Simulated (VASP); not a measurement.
The system is MgAu.

```
Mg Au
1.0
     3.25900    0.00000    0.00000
     0.00000    3.25900    0.00000
     0.00000    0.00000    3.25900
Mg Au
1 1
Direct
  0.50000 0.50000 0.50000
  0.00000 0.00000 0.00000
```

```yaml
Program: VASP 6.6.1
Task: relaxation of cell and atoms
Functional: LDA
Potentials_or_basis: VASP PAW LDA potentials, release 64 (Mg, Au)
Cutoff: 600 eV
k_mesh: 14 × 14 × 14
Occupations: gaussian, width 0.1 eV
Spin: no spin polarisation
```

At the start: pressure -3.8 GPa; volume 17.31 Å³/atom.

Task: How do energy, volume and symmetry change on relaxing?

Result: Over 3 steps the energy falls by 8.2 meV/atom and the volume is 16.64 Å³/atom (-3.9 %); space group Pm-3m (No. 221, to 0.05 Å).

Step by step:
```tsv
step	energy change (eV)	largest force (eV/Å)	pressure (GPa)	volume (Å³)
1	0.0000	0.0000	-3.75	34.61
2	-0.0121	0.0000	2.16	32.62
3	-0.0164	0.0000	0.01	33.27
```

Final structure:
```yaml
crystal:
  lattice:
    - [3.21631, 0.00000, 0.00000]
    - [0.00000, 3.21631, 0.00000]
    - [0.00000, 0.00000, 3.21631]
  atoms:
    - { symbol: Mg, position: [0.50000, 0.50000, 0.50000] }
    - { symbol: Au, position: [0.00000, 0.00000, 0.00000] }
```
